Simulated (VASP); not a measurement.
Output of a VASP run:

**OSZICAR**
```
       N       E                     dE             d eps       ncg     rms          rms(c)
DAV:   1     0.828250595493E+02    0.82825E+02   -0.94446E+03  1416   0.147E+03
DAV:   2    -0.104639527678E+02   -0.93289E+02   -0.84924E+02  1920   0.262E+02
DAV:   3    -0.144845905755E+02   -0.40206E+01   -0.39932E+01  1844   0.529E+01
DAV:   4    -0.146119517030E+02   -0.12736E+00   -0.12731E+00  1968   0.842E+00
DAV:   5    -0.146133372158E+02   -0.13855E-02   -0.13855E-02  1844   0.840E-01    0.173E+01
DAV:   6    -0.127888078660E+02    0.18245E+01   -0.92044E+00  1628   0.229E+01    0.204E+01
DAV:   7    -0.126638699661E+02    0.12494E+00   -0.55573E-01  1780   0.672E+00    0.118E+01
DAV:   8    -0.126397969896E+02    0.24073E-01   -0.14053E-01  1492   0.414E+00    0.762E-01
DAV:   9    -0.126397908804E+02    0.61092E-05   -0.11363E-02  2112   0.892E-01    0.219E-01
DAV:  10    -0.126400716992E+02   -0.28082E-03   -0.75139E-04  1568   0.281E-01    0.701E-02
DAV:  11    -0.126401408043E+02   -0.69105E-04   -0.93616E-05  1608   0.893E-02    0.344E-02
DAV:  12    -0.126401488928E+02   -0.80885E-05   -0.99877E-06  2132   0.306E-02    0.188E-02
DAV:  13    -0.126401480428E+02    0.85002E-06   -0.15702E-06  1748   0.144E-02    0.243E-03
DAV:  14    -0.126401479720E+02    0.70810E-07   -0.20483E-07  1476   0.421E-03
   1 F= -.12640148E+02 E0= -.12640148E+02  d E =-.340736E-18
```

OUTCAR:
```
------------------------ aborting loop because EDIFF is reached ----------------------------------------
  FORCE on cell =-STRESS in cart. coord.  units (eV):
  Direction    XX          YY          ZZ          XY          YZ          ZX
  --------------------------------------------------------------------------------------
  Total       -0.2573934     -0.2573934     -0.1184506      0.0000000      0.0000000      0.0000000
  in kB      -12.0692036    -12.0692036     -5.5541593      0.0000000      0.0000000      0.0000000
  external PRESSURE =      -9.8975221 kB  Pullay stress =       0.0000000 kB
  volume of cell :       34.17
      direct lattice vectors                 reciprocal lattice vectors
     0.000000000  2.579814468  2.566979571    -0.193812387  0.193812387  0.194781449
     2.579814468  0.000000000  2.566979571     0.193812387 -0.193812387  0.194781449
     2.579814468  2.579814468  0.000000000     0.193812387  0.193812387 -0.194781449
  FREE ENERGIE OF THE ION-ELECTRON SYSTEM (eV)
  ---------------------------------------------------
  free  energy   TOTEN  =       -12.6401479720 eV

  energy  without entropy=      -12.6401479720  energy(sigma->0) =      -12.64014797
```
(Selected blocks of OUTCAR.)

### POSCAR
```
SrO
1
    0.0000000000     2.5798144684     2.5669795706
    2.5798144684     0.0000000000     2.5669795706
    2.5798144684     2.5798144684     0.0000000000
Sr O
1 1
Direct
  0.0000000000   0.0000000000   0.0000000000
  0.5000000000   0.5000000000   0.5000000000
```

**Question.** Write an INCAR and KPOINTS that could have produced this output.

**Answer.** One answer among several that fit: the input of the run itself, PBEsol GGA, plane waves, VASP's PBE PAW potentials (set 64).

File KPOINTS:
```
Automatic mesh
0
Gamma
8 8 8
0 0 0
```

INCAR:
```
SYSTEM=SrO
PREC=Accurate; ENCUT=600; LREAL=F
LASPH=T
EDIFF=1E-7; NELM=100; ALGO=Normal
LMAXMIX=4
ISMEAR=0; SIGMA=0.05
GGA=PS
ISIF=2
LWAVE=F; LCHARG=F
```

POTCAR, in this order: Sr_sv O (PBE.64 set). Program: vasp_std.

The compound is SrO in the rock salt structure. This cell was strained or had an atom moved on purpose.
